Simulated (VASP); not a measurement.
Data:

```yaml
crystal:
  lattice:
    - [4.31712, 0.00000, 0.00000]
    - [-2.15856, 3.73873, 0.00000]
    - [0.00000, 0.00000, 7.12608]
  atoms:
    - { symbol: Ga, position: [0.66667, 0.33333, 0.50063] }
    - { symbol: Ga, position: [0.33333, 0.66667, 0.00063] }
    - { symbol: Sb, position: [0.66667, 0.33333, 0.87427] }
    - { symbol: Sb, position: [0.33333, 0.66667, 0.37427] }
```

Calculation: r2SCAN meta-GGA, VASP's PBE PAW potentials (set 64) (plane waves; VASP). Numerical set-up: 400 eV cut-off, 6×6×3 Γ-centred mesh, Gaussian smearing of 0.050 eV, potentials Ga_d Sb.

Unless said otherwise, spin-orbit coupling is left out, though it shifts the bands of the heavy elements here.

**Question.** What does the run give for the energy per atom (σ→0), band gap (on the k-mesh) with the smallest direct gap where there is one?

**Answer.** 
```json
{
 "band gap (on the k-mesh)": "0.40 eV",
 "smallest direct gap (on the k-mesh)": "0.40 eV",
 "energy per atom (σ→0)": "-18.780 eV/atom"
}
```

Only differences to runs with the same potentials and settings are physical.

The structure comes from a computed database's GaSb entry (P6_3mc); how it stands against other phases isn't given here. It was relaxed first. The start is the result of an earlier pass.
